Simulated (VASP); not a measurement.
An input for Quantum ESPRESSO's pw.x (written as the equivalent of a VASP run, and not itself run):

```
&CONTROL
  calculation = 'vc-relax'
  pseudo_dir = './pseudo'
  outdir = './out'
  tprnfor = .true.
  tstress = .true.
  nstep = 40
  forc_conv_thr = 0.00078
/
&SYSTEM
  ibrav = 0
  nat = 3
  ntyp = 2
  ecutwfc = 98
  occupations = 'smearing'
  smearing = 'methfessel-paxton'
  degauss = 0.00735
  input_dft = 'pbe'
/
&ELECTRONS
  conv_thr = 7.3e-08
  electron_maxstep = 100
/
&IONS
/
&CELL
/
ATOMIC_SPECIES
  Si 28.085 Si.upf
  Ni 58.693 Ni.upf
CELL_PARAMETERS angstrom
    -0.0000000    2.7218241    2.7218241
     2.7218241    0.0000000    2.7218241
     2.7218241    2.7218241   -0.0000000
ATOMIC_POSITIONS crystal
  Si   0.2500000  0.2500000  0.2500000
  Si   0.7500000  0.7500000  0.7500000
  Ni   0.0000000  0.0000000  0.0000000
K_POINTS automatic
  10 10 10 0 0 0
```

**Question.** Translate this input to VASP (INCAR, KPOINTS, POSCAR, choice of POTCAR).

**Answer.** This is not unique; one that fits is 
POSCAR:
```
NiSi2
1.0
  0.0000000000   2.7218240985   2.7218240985
  2.7218240985   0.0000000000   2.7218240985
  2.7218240985   2.7218240985   0.0000000000
Si Ni
2 1
Direct
  0.2500000000   0.2500000000   0.2500000000
  0.7500000000   0.7500000000   0.7500000000
  0.0000000000   0.0000000000   0.0000000000
```

**KPOINTS**
```
Automatic
0
Gamma
10 10 10
```

INCAR:
```
SYSTEM = NiSi2
PREC = Accurate; ENCUT = 500; LREAL = .FALSE.
LASPH = .TRUE.
EDIFF = 1E-6; NELM = 100; ALGO = Normal
LMAXMIX = 4
ISMEAR = 1; SIGMA = 0.1
GGA = PE
IBRION = 2; NSW = 40; ISIF = 3
EDIFFG = -0.02
LWAVE = .FALSE.; LCHARG = .FALSE.
```

POTCAR, in this order: Si Ni (PBE.64 set). Program: vasp_std.

The two are equivalent in intent, not identical: the potentials are each code's own (VASP's PAW set, PseudoDojo norm-conserving files in pw.x), so ENCUT and ecutwfc are chosen apart and not converted; conv_thr bounds pw.x's estimated SCF error, while EDIFF bounds the energy change between steps; forc_conv_thr acts on force components and is met together with etot_conv_thr.

The compound is NiSi2 in the fluorite structure. It was relaxed first.
